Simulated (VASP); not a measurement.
Computed with PBE GGA, VASP's PBE PAW potentials (set 64) (plane waves; VASP).

Input for VASP

### KPOINTS
```
Automatic mesh
0
Gamma
9 9 4
0 0 0
```

INCAR:
```
SYSTEM=ZnS
PREC=Accurate; ENCUT=400; LREAL=F
LASPH=T
EDIFF=1E-6; NELM=100; ALGO=Normal
LMAXMIX=4
ISMEAR=0; SIGMA=0.05
GGA=PE
ISIF=2
LWAVE=F; LCHARG=F
```

File POSCAR:
```
ZnS
6.260
  0.3051118211  -0.5284691693   0.0000000000
  0.3051118211   0.5284691693   0.0000000000
  0.0000000000   0.0000000000   1.0000000000
Zn S
2 2
Cart
  0.3051118211  -0.1761567421   0.5000000000
  0.3051118211   0.1761567421   0.0000000000
  0.3051118211  -0.1761567421   0.8750000000
  0.3051118211   0.1761567421   0.3750000000
```

POTCAR, in this order: Zn S (PBE.64 set). Program: vasp_std.

Output of the run:

File OUTCAR:
```
 ion  position               nearest neighbor table
   1  0.667  0.333  0.500-   4 2.34   4 2.34   4 2.34   3 2.35
   2  0.333  0.667  0.000-   3 2.34   3 2.34   3 2.34   4 2.35
   3  0.667  0.333  0.875-   2 2.34   2 2.34   2 2.34   1 2.35
   4  0.333  0.667  0.375-   1 2.34   1 2.34   1 2.34   2 2.35
  LATTYP: Found a hexagonal cell.
 ALAT       =     3.8199999632
 C/A-ratio  =     1.6387434713
 Subroutine PRICEL returns:
 Original cell was already a primitive cell.
 Subroutine GETGRP returns: Found 12 space group operations
The static configuration has the point symmetry C_3v.
 The point group associated with its full space group is C_6v.
The dynamic configuration has the point symmetry C_3v.
 Subroutine INISYM returns: Found 12 space group operations
 Subroutine IBZKPT returns following result:
 Found     36 irreducible k-points:

 Following reciprocal coordinates:
            Coordinates               Weight
  0.000000  0.000000  0.000000      1.000000
  0.111111 -0.000000  0.000000      6.000000
  0.222222  0.000000  0.000000      6.000000
  0.333333  0.000000  0.000000      6.000000
  0.444444  0.000000  0.000000      6.000000
  0.111111  0.111111  0.000000      6.000000
  0.222222  0.111111  0.000000     12.000000
  0.333333  0.111111  0.000000     12.000000
  0.444444  0.111111  0.000000      6.000000
  0.222222  0.222222  0.000000      6.000000
  0.333333  0.222222  0.000000     12.000000
  0.333333  0.333333  0.000000      2.000000
  0.000000  0.000000  0.250000      2.000000
  0.111111 -0.000000  0.250000     12.000000
  0.222222  0.000000  0.250000     12.000000
  0.333333  0.000000  0.250000     12.000000
  0.444444  0.000000  0.250000     12.000000
  0.111111  0.111111  0.250000     12.000000
  0.222222  0.111111  0.250000     24.000000
  0.333333  0.111111  0.250000     24.000000
  0.444444  0.111111  0.250000     12.000000
  0.222222  0.222222  0.250000     12.000000
  0.333333  0.222222  0.250000     24.000000
  0.333333  0.333333  0.250000      4.000000
  0.000000  0.000000  0.500000      1.000000
  0.111111 -0.000000  0.500000      6.000000
  0.222222  0.000000  0.500000      6.000000
  0.333333  0.000000  0.500000      6.000000
  0.444444  0.000000  0.500000      6.000000
  0.111111  0.111111  0.500000      6.000000
  0.222222  0.111111  0.500000     12.000000
  0.333333  0.111111  0.500000     12.000000
  0.444444  0.111111  0.500000      6.000000
  0.222222  0.222222  0.500000      6.000000
  0.333333  0.222222  0.500000     12.000000
  0.333333  0.333333  0.500000      2.000000
   k-points           NKPTS =     36   k-points in BZ     NKDIM =     36   number of bands    NBANDS=     22
   number of dos      NEDOS =    301   number of ions     NIONS =      4
   total plane-waves  NPLWV =  32928
   dimension x,y,z NGX =    28 NGY =   28 NGZ =   42
   dimension x,y,z NGXF=    56 NGYF=   56 NGZF=   84
   ions per type =               2   2
   PREC   = accura    normal or accurate (medium, high low for compatibility)
   ISTART =      0    job   : 0-new  1-cont  2-samecut
   ICHARG =      2    charge: 1-file 2-atom 10-const
   ISPIN  =      1    spin polarized calculation?
   LNONCOLLINEAR =      F non collinear calculations
   LSORBIT =      F    spin-orbit coupling
   INIWAV =      1    electr: 0-lowe 1-rand  2-diag
   ENCUT  =  400.0 eV  29.40 Ry    5.42 a.u.   6.23  6.23 10.21*2*pi/ulx,y,z
   NELM   =    100;   NELMIN=  2; NELMDL= -5     # of ELM steps
   EDIFF  = 0.1E-05   stopping-criterion for ELM
   LREAL  =      F    real-space projection
   NLSPLINE    = F    spline interpolate recip. space projectors
   LMAXMIX     =    4 max onsite mixed and CHGCAR
...
```

OSZICAR:
```
       N       E                     dE             d eps       ncg     rms          rms(c)
DAV:   1     0.213317631405E+03    0.21332E+03   -0.15129E+04  1584   0.165E+03
DAV:   2     0.480075679530E+01   -0.20852E+03   -0.20421E+03  1692   0.339E+02
DAV:   3    -0.141311871757E+02   -0.18932E+02   -0.18859E+02  1932   0.108E+02
DAV:   4    -0.145286207909E+02   -0.39743E+00   -0.39711E+00  1848   0.164E+01
DAV:   5    -0.145364503101E+02   -0.78295E-02   -0.78288E-02  1944   0.222E+00    0.100E+01
DAV:   6    -0.136646977327E+02    0.87175E+00   -0.20210E+00  2440   0.433E+01    0.776E+00
DAV:   7    -0.136998491351E+02   -0.35151E-01   -0.20149E+00  1698   0.815E+00    0.334E+00
DAV:   8    -0.136801663132E+02    0.19683E-01   -0.12457E-01  2112   0.477E+00    0.114E+00
DAV:   9    -0.136810353247E+02   -0.86901E-03   -0.21618E-02  2184   0.266E+00    0.291E-01
DAV:  10    -0.136811840150E+02   -0.14869E-03   -0.13981E-03  1794   0.430E-01    0.187E-01
DAV:  11    -0.136814193890E+02   -0.23537E-03   -0.32544E-04  1818   0.124E-01    0.792E-02
DAV:  12    -0.136814250592E+02   -0.56702E-05   -0.30392E-05  2396   0.905E-02    0.166E-02
DAV:  13    -0.136814275114E+02   -0.24523E-05   -0.50998E-06  1762   0.183E-02    0.954E-03
DAV:  14    -0.136814280427E+02   -0.53126E-06   -0.96425E-07  1398   0.107E-02
   1 F= -.13681428E+02 E0= -.13681428E+02  d E =-.404296E-11
```

### OUTCAR
```
------------------------ aborting loop because EDIFF is reached ----------------------------------------
  FORCE on cell =-STRESS in cart. coord.  units (eV):
  Direction    XX          YY          ZZ          XY          YZ          ZX
  --------------------------------------------------------------------------------------
  Total        0.6879734      0.6879733      0.6892841      0.0000000      0.0000000      0.0000000
  in kB       13.9331886     13.9331883     13.9597349      0.0000000      0.0000000      0.0000000
  external PRESSURE =      13.9420373 kB  Pullay stress =       0.0000000 kB
  volume of cell :       79.11
      direct lattice vectors                 reciprocal lattice vectors
     1.910000000 -3.308217000  0.000000000     0.261780105 -0.151138816  0.000000000
     1.910000000  3.308217000  0.000000000     0.261780105  0.151138816  0.000000000
     0.000000000  0.000000000  6.260000000     0.000000000  0.000000000  0.159744409
  FREE ENERGIE OF THE ION-ELECTRON SYSTEM (eV)
  ---------------------------------------------------
  free  energy   TOTEN  =       -13.6814280427 eV

  energy  without entropy=      -13.6814280427  energy(sigma->0) =      -13.68142804
```
(Selected blocks of OUTCAR.)

The compound is ZnS in the wurtzite structure, the high-temperature form. The cell was not relaxed at this level. The run is one of a series of settings (KPOINTS 9×9×4 Γ-centred mesh against the base run), some of them coarse on purpose.
